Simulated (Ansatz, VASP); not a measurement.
**Mo2N: VASP beside Ansatz**

Aim: how closely do two programs agree when they are given the same cell, functional and k mesh? Other levels of theory on this material are compared in a session of their own.

Calculated with Ansatz 0.2.0; plane waves, with VASP 6.6.1 beside it; band structure at LDA.

### Step 1. The structure

Symmetry: I4_1/amd, No. 141, tetragonal system. Conventional cell: a = 4.200 Å, b = 4.200 Å, c = 8.000 Å, α = 90.00°, β = 90.00°, γ = 90.00°. Nearest to Mo lie 3 N at 2.06 to 2.10 Å. Nearest to N lie 6 Mo at 2.06 to 2.10 Å. Farther neighbours and most contacts between anions are not listed.

### Step 2. VASP: band structure, LDA

With cell and atoms fixed, the geometry can't cause a difference; cores, projectors, grids and the points listed under the comparison can.

Lines of VASP's logs that name or quote its potential files are left out, and so is its time.

INCAR

```
SYSTEM = Mo2N
PREC = Accurate
ENCUT = 520
EDIFF = 1E-06
NELM = 100
ISMEAR = -1
SIGMA = 0.05
LREAL = .FALSE.
ALGO = Normal
GGA = CA
NBANDS = 50
LASPH = .TRUE.
LORBIT = 11
LWAVE = .FALSE.
LCHARG = .FALSE.
KPAR = 4
```

POSCAR

```
Mo2N
1.0
   -2.1000000000      2.1000000000      4.0000000000
    2.1000000000     -2.1000000000      4.0000000000
    2.1000000000      2.1000000000     -4.0000000000
Mo N
4 2
Direct
    0.2580000000      0.2580000000      0.0000000000
    0.0080000000      0.5080000000      0.5000000000
    0.4920000000      0.9920000000      0.5000000000
    0.7420000000      0.7420000000      0.0000000000
    0.0000000000      0.0000000000      0.0000000000
    0.7500000000      0.2500000000      0.5000000000
```

KPOINTS

```
Automatic mesh
0
Gamma
9 9 9
0 0 0
```

KPOINTS_OPT

```
Line mode
16
Line-mode
Reciprocal
  0.00000000   0.00000000   0.00000000 GAMMA
  0.00000000   0.00000000   0.50000000 X

  0.00000000   0.00000000   0.50000000 X
 -0.13781250   0.13781250   0.50000000 Y

 -0.13781250   0.13781250   0.50000000 Y
 -0.31890625   0.31890625   0.31890625 S

 -0.31890625   0.31890625   0.31890625 S
  0.00000000   0.00000000   0.00000000 GAMMA

  0.00000000   0.00000000   0.00000000 GAMMA
  0.50000000   0.50000000  -0.50000000 Z

  0.50000000   0.50000000  -0.50000000 Z
  0.31890625   0.68109375  -0.31890625 S1

  0.31890625   0.68109375  -0.31890625 S1
  0.00000000   0.50000000   0.00000000 N

  0.00000000   0.50000000   0.00000000 N
  0.25000000   0.25000000   0.25000000 P

  0.25000000   0.25000000   0.25000000 P
  0.50000000   0.50000000  -0.13781250 Y1

  0.50000000   0.50000000  -0.13781250 Y1
  0.50000000   0.50000000  -0.50000000 Z

  0.00000000   0.00000000   0.50000000 X
  0.25000000   0.25000000   0.25000000 P
```

PAW data sets: Mo_sv and N (LDA family, release 64).

Launch:

```console
mpirun -np 4 vasp_std
```

Numbers of over 12 decimals in the logs are rounded to 6 here.

The log of the run:

```text
[banner, memory and clock lines left out]
running    4 mpi-ranks, on    1 nodes
 distrk:  each k-point on    1 cores,    4 groups
 distr:  one band on    1 cores,    1 groups

 POSCAR found type information on POSCAR MoN
 POSCAR found :  2 types and       6 ions
 LDA part: xc-table for (Slater(with rela. corr.)+CA(PZ))
 , standard interpolation
 POSCAR, INCAR and KPOINTS ok, starting setup
 FFT: planning ... GRIDC
 FFT: planning ... GRID_SOFT
 FFT: planning ... GRID
 WAVECAR not read
 entering main loop
       N       E                     dE             d eps       ncg     rms          rms(c)
DAV:   1     0.803420912831E+03    0.80342E+03   -0.38438E+04  7500   0.141E+03
DAV:   2    -0.446961593094E+02   -0.84812E+03   -0.81396E+03  8204   0.471E+02
DAV:   3    -0.768333387561E+02   -0.32137E+02   -0.31365E+02  8344   0.965E+01
DAV:   4    -0.771008101447E+02   -0.26747E+00   -0.26693E+00  8166   0.872E+00
DAV:   5    -0.771023374431E+02   -0.15273E-02   -0.15272E-02  8286   0.682E-01    0.520E+01
DAV:   6    -0.701527350512E+02    0.69496E+01   -0.20292E+01  8322   0.277E+01    0.104E+01
DAV:   7    -0.695909108336E+02    0.56182E+00   -0.18068E+00  8264   0.828E+00    0.116E+01
DAV:   8    -0.694880648044E+02    0.10285E+00   -0.59309E-01  7904   0.390E+00    0.107E+00
DAV:   9    -0.694720272744E+02    0.16038E-01   -0.60258E-02  7998   0.134E+00    0.123E+00
DAV:  10    -0.694709332703E+02    0.10940E-02   -0.34586E-03  7976   0.350E-01    0.106E-01
DAV:  11    -0.694708849640E+02    0.48306E-04   -0.12502E-04  7986   0.704E-02    0.676E-02
DAV:  12    -0.694708858683E+02   -0.90428E-06   -0.11109E-05  8106   0.245E-02    0.807E-03
DAV:  13    -0.694708856581E+02    0.21018E-06   -0.74258E-07  4488   0.636E-03
   1 F= -.69470886E+02 E0= -.69454191E+02  d E =-.333892E-01
 Start KPOINTS_OPT (optional k-point list driver)
k-point batch [1-75\176]
       N       E                     dE             ncg
DAV:   1     0.153334185970E+05   -0.96103E+05     7500
DAV:   2    -0.479879330066E+05   -0.63321E+05     8128
DAV:   3    -0.501905970790E+05   -0.22027E+04     8412
DAV:   4    -0.502098267049E+05   -0.19230E+02     8080
DAV:   5    -0.502099452322E+05   -0.11853E+00     8362
DAV:   6    -0.502099469778E+05   -0.17455E-02     8126
DAV:   7    -0.502099470150E+05   -0.37235E-04     6718
DAV:   8    -0.502099470159E+05   -0.92133E-06     5308
[...]
k-point batch [151-176\176]
       N       E                     dE             ncg
DAV:   1     0.106646564160E+06   -0.46903E+05     2600
DAV:   2     0.845448653742E+05   -0.22102E+05     2794
DAV:   3     0.837925719483E+05   -0.75229E+03     2968
DAV:   4     0.837859136355E+05   -0.66583E+01     2744
DAV:   5     0.837858753248E+05   -0.38311E-01     2834
DAV:   6     0.837858747686E+05   -0.55624E-03     2766
DAV:   7     0.837858747565E+05   -0.12132E-04     2220
DAV:   8     0.837858747562E+05   -0.30996E-06     1726
```

From OUTCAR (step 2):

```text
ion  position               nearest neighbor table
   1  0.258  0.258  0.000-   5 2.06   6 2.10   6 2.10   3 2.81   3 2.81   2 2.90   2 2.90   2 2.90
                             2 2.90   4 2.97   4 2.97   4 2.97   4 2.97   3 2.99   3 2.99
   2  0.008  0.508  0.500-   6 2.06   5 2.10   5 2.10   4 2.81   4 2.81   1 2.90   1 2.90   1 2.90
                             1 2.90   3 2.97   3 2.97   3 2.97   3 2.97   4 2.99   4 2.99
   3  0.492  0.992  0.500-   6 2.06   5 2.10   5 2.10   1 2.81   1 2.81   4 2.90   4 2.90   4 2.90
                             4 2.90   2 2.97   2 2.97   2 2.97   2 2.97   1 2.99   1 2.99
   4  0.742  0.742  0.000-   5 2.06   6 2.10   6 2.10   2 2.81   2 2.81   3 2.90   3 2.90   3 2.90
                             3 2.90   1 2.97   1 2.97   1 2.97   1 2.97   2 2.99   2 2.99
   5  0.000  0.000  0.000-   1 2.06   4 2.06   3 2.10   2 2.10   2 2.10   3 2.10
   6  0.750  0.250  0.500-   2 2.06   3 2.06   1 2.10   4 2.10   1 2.10   4 2.10

  LATTYP: Found a body centered tetragonal cell.
 ALAT       =     4.2000000000
 C/A-ratio  =     1.9047619048

 Subroutine GETGRP returns: Found 16 space group operations
 (whereof  8 operations were pure point group operations)

The static configuration has the point symmetry D_2d.
 The point group associated with its full space group is D_4h.

 Found     75 irreducible k-points:

   k-points           NKPTS =     75   k-points in BZ     NKDIM =     75   number of bands    NBANDS=     50

   dimension x,y,z NGX =    40 NGY =   40 NGZ =   40
   dimension x,y,z NGXF=    80 NGYF=   80 NGZF=   80

   ENCUT  =  520.0 eV  38.22 Ry    6.18 a.u.   9.26  9.26  9.26*2*pi/ulx,y,z

   NELECT =      66.0000    total number of electrons

 k-points in reciprocal lattice and weights: Automatic mesh
   0.00000000  0.00000000  0.00000000       0.001
   0.11111111  0.00000000 -0.00000000       0.011
   0.22222222 -0.00000000  0.00000000       0.011
   0.33333333  0.00000000 -0.00000000       0.011
   0.44444444 -0.00000000  0.00000000       0.011
   0.11111111  0.11111111 -0.00000000       0.011
   0.22222222  0.11111111  0.00000000       0.022
   0.33333333  0.11111111 -0.00000000       0.022
   0.44444444  0.11111111 -0.00000000       0.022
[...]
-0.44444444  0.44444444  0.44444444       0.005
  -0.44444444 -0.44444444  0.44444444       0.003

 average (electrostatic) potential at core
       1 -69.1107       2 -69.1107       3 -69.1107       4 -69.1107       5 -57.1923
       6 -57.1923

 E-fermi :  13.1669

 k-point     1 :       0.0000    0.0000    0.0000
  band No.  band energies     occupation
    ...
     31      12.3033      2.00000
     32      12.3033      2.00000
     33      12.5022      2.00000
     34      12.5022      2.00000
     35      12.8623      1.99549
     36      13.4096      0.01549
     37      14.9418      0.00000
     38      15.3907      0.00000
     39      15.7832      0.00000
     40      15.8690      0.00000
    ...

 k-point     2 :       0.1111    0.0000   -0.0000
  band No.  band energies     occupation
    ...
     30      11.4344      2.00000
     31      11.6144      2.00000
     32      12.1798      2.00000
     33      12.4851      2.00000
     34      12.9600      1.96862
     35      13.2253      0.47458
     36      13.7946      0.00001
     37      14.7214      0.00000
     38      15.2868      0.00000
     39      15.6088      0.00000
    ...

 k-point     3 :       0.2222   -0.0000    0.0000
  band No.  band energies     occupation
    ...
     29      10.8192      2.00000
     30      11.3354      2.00000
     31      11.5577      2.00000
     32      12.2949      2.00000
     33      12.4819      2.00000
     34      13.3007      0.12884
     35      13.5406      0.00114
     36      13.8661      0.00000
     37      14.4017      0.00000
     38      15.1421      0.00000
    ...

  Total       -1.3373280     -1.3373280     -1.2075633      0.0000000      0.0000000      0.0000000
  in kB      -30.3661655    -30.3661655    -27.4196515      0.0000000      0.0000000      0.0000000
  external PRESSURE =     -29.3839942 kB  Pullay stress =       0.0000000 kB

  energy-cutoff  :      520.00
  volume of cell :       70.56
      direct lattice vectors                 reciprocal lattice vectors
    -2.100000000  2.100000000  4.000000000     0.000000000  0.238095238  0.125000000
     2.100000000 -2.100000000  4.000000000     0.238095238  0.000000000  0.125000000
     2.100000000  2.100000000 -4.000000000     0.238095238  0.238095238  0.000000000

 POSITION                                       TOTAL-FORCE (eV/Angst)
 -----------------------------------------------------------------------------------
      0.00000      0.00000      2.06400        -0.000000      0.000000      0.168206
      2.10000      0.00000      0.06400         0.000000     -0.000000      0.168206
      2.10000      0.00000      3.93600         0.000000     -0.000000     -0.168206
      0.00000      0.00000      5.93600        -0.000000      0.000000     -0.168206
      0.00000      0.00000      0.00000         0.000000      0.000000      0.000000
     -0.00000      2.10000      2.00000         0.000000      0.000000      0.000000
 -----------------------------------------------------------------------------------
    total drift:                               -0.000000     -0.000000      0.000000

  FREE ENERGIE OF THE ION-ELECTRON SYSTEM (eV)
  ---------------------------------------------------
  free  energy   TOTEN  =       -69.4708856581 eV

  energy  without entropy=      -69.4374964860  energy(sigma->0) =      -69.45419107

 total charge
# of ion       s       p       d       tot
------------------------------------------
    1        2.318   6.227   4.012  12.557
    2        2.318   6.227   4.012  12.557
    3        2.318   6.227   4.012  12.557
    4        2.318   6.227   4.012  12.557
    5        1.234   2.528   0.000   3.761
    6        1.234   2.528   0.000   3.761
--------------------------------------------------
tot         11.741  29.962  16.047  57.750

[... 3 further parts left out ...]
```

Spin-orbit coupling is off here; it would split degenerate levels.

### Step 3. Ansatz: band structure, LDA

Ansatz runs on its default PAW (the set named soft_2) files.

The same cell, functional (in two slightly different forms), mesh and smearing now go to Ansatz, which takes its cutoff from its data sets.

input.yaml

```yaml
crystal:
  lattice:
    - [-2.1, 2.1, 4.0]
    - [2.1, -2.1, 4.0]
    - [2.1, 2.1, -4.0]
  atoms:
    - { symbol: Mo, position: [0.258, 0.258, 0.0] }
    - { symbol: Mo, position: [0.008, 0.508, 0.5] }
    - { symbol: Mo, position: [0.492, 0.992, 0.5] }
    - { symbol: Mo, position: [0.742, 0.742, 0.0] }
    - { symbol: "N", position: [0.0, 0.0, 0.0] }
    - { symbol: "N", position: [0.75, 0.25, 0.5] }
hamiltonian:
  xc: lda
  pseudopotentials: { kind: paw }
kpoints:
  mp_grid: { grid: [9, 9, 9] }
  band_path:
    path:
      - [0.0, 0.0, 0.0]
      - [0.0, 0.0, 0.2]
      - [0.0, 0.0, 0.4]
      - [-0.01838, 0.01838, 0.5]
      - [-0.0735, 0.0735, 0.5]
      - [-0.12862, 0.12862, 0.5]
      - [-0.1861, 0.1861, 0.45171]
      - [-0.25854, 0.25854, 0.37927]
      - [-0.31891, 0.31891, 0.31891]
      - [-0.19134, 0.19134, 0.19134]
      - [-0.06378, 0.06378, 0.06378]
      - [0.06667, 0.06667, -0.06667]
      - [0.26667, 0.26667, -0.26667]
      - [0.46667, 0.46667, -0.46667]
      - [0.45171, 0.54829, -0.45171]
      - [0.37927, 0.62073, -0.37927]
      - [0.31891, 0.68109, -0.31891]
      - [0.19134, 0.60866, -0.19134]
      - [0.06378, 0.53622, -0.06378]
      - [0.03333, 0.46667, 0.03333]
      - [0.13333, 0.36667, 0.13333]
      - [0.23333, 0.26667, 0.23333]
      - [0.31667, 0.31667, 0.14658]
      - [0.41667, 0.41667, -0.00854]
      - [0.5, 0.5, -0.13781]
      - [0.5, 0.5, -0.28269]
      - [0.5, 0.5, -0.42756]
      - [0.03333, 0.03333, 0.46667]
      - [0.13333, 0.13333, 0.36667]
      - [0.25, 0.25, 0.25]
    npoints: 1
scf:
  occupations: { method: fermi_dirac, width: 0.05 }
  n_extra_bands: 9
output:
  forces: true
  stress: true
  eigenvalues: true
```

Launch:

```console
ansatz run input.yaml --threads 4 --pin off --max-ram 9216MiB --backend cpu --events-out ev --progress --plain --runs-dir out
```

The log of the run:

```text
scf.n_extra_bands = 9 over 33 filled bands (N_el = 66.0): the run solves 42 bands
Engine: ansatz 0.2.0, aarch64-unknown-linux-gnu
Pseudopotentials: kind: paw
Pseudopotential: Mo, paw, valence charge 14, recommended cutoff 420 eV (normal), Mo.paw.azcp
Pseudopotential: N, paw, valence charge 5, recommended cutoff 420 eV (normal), N.paw.azcp
Functional definition: SPW92
  exchange = slater_x
  correlation = pw_c
Crystal: 6 atoms, lattice volume = 70.560 Å³
Basis set: ecut = 420 eV, 1345 PW (Γ)
Bands: 42, of which v1, the nominal top of the filled ones, is band 33 counted from 1 (32 counted from 0)
Symmetry: 16 space group operations
Space group: I41/amd (ITA 141), of the structure as read, at distance tolerance 4.1e-5 Å
k-points: 75 of 729
Non-local potential: Mo, projectors of the file, l = 0: 3, l = 1: 2, l = 2: 2, l = 3: 1
Non-local potential: N, projectors of the file, l = 0: 2, l = 1: 2, l = 2: 1
PAW form: soft (Blöchl's): semilocal exchange-correlation on the pseudo side does not see the compensation charge
PAW frozen core: Mo, regenerated for the run's functional, and the local potential with it (the file was generated under x = pbe(κ = 0.804, μ = 0.219515), c = pbe(β = 0.066725))
PAW frozen core: N, regenerated for the run's functional, and the local potential with it (the file was generated under x = pbe(κ = 0.804, μ = 0.219515), c = pbe(β = 0.066725))
PAW one-centre angular grid: Mo, 590 points (default); XC on 64 Gauss nodes
PAW one-centre angular grid: N, 110 points (default); XC on 64 Gauss nodes
Initial density: superposition of atomic densities (neutral atoms: chi_scale 0, normalization atom), corrected by the library's trained network
Initial wavefunctions: pseudopotential atomic-orbital guess
Functional: x = slater, c = lda
SCF iter   1: F=—  HF=-20121.889960 eV  |F-HF|=—  |Δ(HF+E_count)|=         —  Δρ=1.03e-2  dr2=5.06e-2  ethr=1.77e-3  ⟨swp⟩=5.7  Hψ=11890  notcnv=0  defer=13
preconditioner: auto → Kerker (q_TF=auto, 2.698 Å⁻¹)  [metal: Δε(μ)=0.006 eV  Ē_g=7.548 eV  σ=0.050 eV  W_gap=0.03  n_scr=22 (ndim 8)  ℏωp=25.8 eV  f_vac=0.000  D(μ)=4.02/eV (n_scr^D=36)]
SCF iter   2: F=—  HF=-20121.882962 eV  |F-HF|=—  |Δ(HF+E_count)|=   7.00e-3  Δρ=5.08e-3  dr2=1.05e-2  ethr=7.67e-5  ⟨swp⟩=1.0  Hψ=3753  notcnv=0  defer=25
SCF iter   3: F=—  HF=-20121.881289 eV  |F-HF|=—  |Δ(HF+E_count)|=   1.67e-3  Δρ=7.87e-4  dr2=2.55e-4  ethr=1.59e-5  ⟨swp⟩=2.0  Hψ=3785  notcnv=0  defer=25
SCF iter   4: F=—  HF=-20121.881243 eV  |F-HF|=—  |Δ(HF+E_count)|=   4.63e-5  Δρ=1.23e-4  dr2=6.09e-6  ethr=3.87e-7  ⟨swp⟩=2.1  Hψ=3860  notcnv=0  defer=26
SCF iter   5: F=—  HF=-20121.881242 eV  |F-HF|=—  |Δ(HF+E_count)|=   1.13e-6  Δρ=2.11e-5  dr2=2.64e-7  ethr=9.22e-9  ⟨swp⟩=2.3  Hψ=4486  notcnv=0  defer=26
SCF iter   6: F=-20121.881242 eV  HF=-20121.881242 eV  |F-HF|=2.63e-9  |Δ(HF+E_count)|=   3.15e-8  Δρ=3.60e-6  dr2=7.88e-9  ethr=1.52e-10  ⟨swp⟩=7.9  Hψ=11215  notcnv=0
SCF 1 converged in 6 iterations: F = -20121.881242 eV  dr2 = 7.88e-9
  greatest PAW one-centre occupation: 0.999 electrons in one spin orbital (limit 2), on the Mo atom at site 3 (counted from 0), in its partial waves of l = 0
NSCF: frozen V_eff on 30 k-points
SCF converged after 6 iterations
Free energy (F): -20121.881242 eV
Harris-Foulkes:  -20121.881242 eV  (|F-HF|=2.63e-9)
Internal energy: -20121.847687 eV  (E = F + TS)
E sigma→0 (E₀):  -20121.864465 eV
Entropy (-TS):   -0.033554 eV (-5.592 meV/atom)
Fermi energy:    21.176681 eV
--- Per-component energies (eV) ---
  E_band       = -144.831212
  E_kinetic    = 2037.468273
  E_local      = -3382.558299  (includes V_loc(G=0)·N_el)
  E_nonlocal   = 684.045863
  E_hartree    = 1108.414994
  E_xc         = -852.026275
  E_vxc        = -1071.137034  (∫ρ·V_xc dr)
  E_paw        = -12593.778237  (= ΣΔE_a)
  E_vpaw       = -629.480185  (= ΣTr[D̂ρ^β])
  E_aug_tail   = 0.000417  (compensation charges beyond the density's cutoff)
  E_ewald      = -7125.465775
  E_core_change = 2.051353  (= ΣΔE_core)
  E_smearing   = -0.033554  (= −TS)
  E_closure    = -0.000000  (closes the sum)
  Σ components = -20121.881242   (vs F -20121.881242, Δ=0.00e0)
--- Forces (eV/Å), atoms counted from 1 ---
  atom   1  Mo     0.00000000     0.00000000     0.13538535
  atom   2  Mo     0.00000000    -0.00000000     0.13538535
  atom   3  Mo     0.00000000     0.00000000    -0.13538535
  atom   4  Mo     0.00000000    -0.00000000    -0.13538535
  atom   5  N     -0.00000000     0.00000000     0.00000000
  atom   6  N     -0.00000000     0.00000000     0.00000000
  max |Σ_I F_I| component: 2.78e-17 eV/Å
--- Stress (GPa, compression-positive) ---
       -4.375374       0.000000       0.000000
        0.000000      -4.375374      -0.000000
        0.000000      -0.000000      -4.181397
  P = ⅓ Tr σ = -4.3107 GPa (-43.107 kbar)
--- Band table (eV; the first three rows and the last of 75) ---
  k-point 0: bands = [... 29 lower, 19.5728, 20.3178, 20.3178, 20.5142, 20.5142, 20.8739, 21.4216, 22.9492, ... 5 higher]
  k-point 1: bands = [... 29 lower, 19.3676, 19.6875, 20.2139, 20.5236, 20.5571, 21.8521, 21.8764, 22.4244, ... 5 higher]
  k-point 2: bands = [... 29 lower, 19.2823, 19.4905, 19.7987, 20.8672, 21.2075, 21.3249, 22.4154, 22.5124, ... 5 higher]
  k-point 74: bands = [... 29 lower, 17.8596, 21.2117, 21.2129, 21.2664, 21.2698, 22.0173, 22.1268, 22.9638, ... 5 higher]
```

The job ended after 4.3 s (4 threads of Arm Neoverse V1, shared host; peak memory 0.46 GiB; 16 s of CPU time).

### Step 4. Comparison

Known differences besides the potentials themselves: the two LDA forms differ slightly; the cutoff is 420 eV in Ansatz and 520 eV in VASP; VASP's log shows a relativistic correction to its local exchange, Ansatz's none. Total energies have different zeros and are not compared.

The two programs side by side:

```tsv
quantity	Ansatz	VASP	difference
pressure (GPa)	-4.31	-2.94	-1.37
pressure without Ansatz's Pulay correction (GPa)	-4.64	-2.94	-1.70
```

Forces (eV/Å; atoms numbered as in POSCAR):

```tsv
atom	Ansatz x, y, z	VASP x, y, z
Mo1	0.000, 0.000, 0.135	0.000, 0.000, 0.168
Mo2	0.000, 0.000, 0.135	0.000, 0.000, 0.168
Mo3	0.000, 0.000, -0.135	0.000, 0.000, -0.168
Mo4	0.000, 0.000, -0.135	0.000, 0.000, -0.168
N5	0.000, 0.000, 0.000	0.000, 0.000, 0.000
N6	0.000, 0.000, 0.000	0.000, 0.000, 0.000
```

The forces differ by 15 meV/Å r.m.s., which is 19.5 % of the r.m.s. force of 0.08 eV/Å (both taken over all components). Levels from 3 eV below to 2 eV above the Fermi level differ by 4 meV r.m.s. and 17 meV at most; each VASP level is matched to the nearest of Ansatz, which flatters the figure a little. Ansatz's pressure holds a Pulay correction of 0.33 GPa; VASP's holds none.

### Step 5. What the set-up changes

Further runs change the set-up of one program: Ansatz's method, potentials or start, or VASP's data sets, cutoff or form of LDA. The table gives Ansatz less VASP for each quantity, since a change that brings one quantity closer may part another.

```tsv
run	r.m.s. force difference (meV/Å)	pressure (GPa)	pressure without Ansatz's Pulay correction (GPa)
as above	15	-1.4	-1.7
cores kept as stored	12	-1.2	-1.5
Ansatz's larger PAW set (cutoff 900 eV)	15	-1.3	-1.4
norm-conserving potentials (cutoff 1143 eV)	0.18	-0.73
```

### Step 6. Outcome

```yaml
r_m_s_force_difference_band_structure_lda: 15 meV/Å
difference_in_pressure_band_structure_lda: -1.4 GPa
```

What this shows: The difference in pressure is -1.4 GPa (band structure, LDA), beyond the 1 GPa picked in this series as the mark of a large difference. By the marks of this series, far apart in the band structure, LDA pair: the r.m.s. force difference, 15 meV/Å and the difference in pressure, -1.4 GPa. Band structure, LDA, norm-conserving potentials (cutoff 1143 eV): r.m.s. force difference goes from 15 to 0.18 meV/Å; the difference in pressure goes from -1.4 to -0.73 GPa. 14 further runs of this series are not shown here. Such differences can come from data sets, numerical settings and the points named under the comparisons, not from the functional's error against experiment.

[Lines on the potential files, build, host, timing and source positions are cut from VASP's logs without a mark.]

[Logs are printed without paths, hosts, clocks, repeated set-up lines and the standing remarks that a program may print on its own settings, such as how far it seeks lower states.]

[Hosts, paths, dates, database ids (printed as entryN), source tags and the programs' standing remarks are cut or masked in the printed files.]
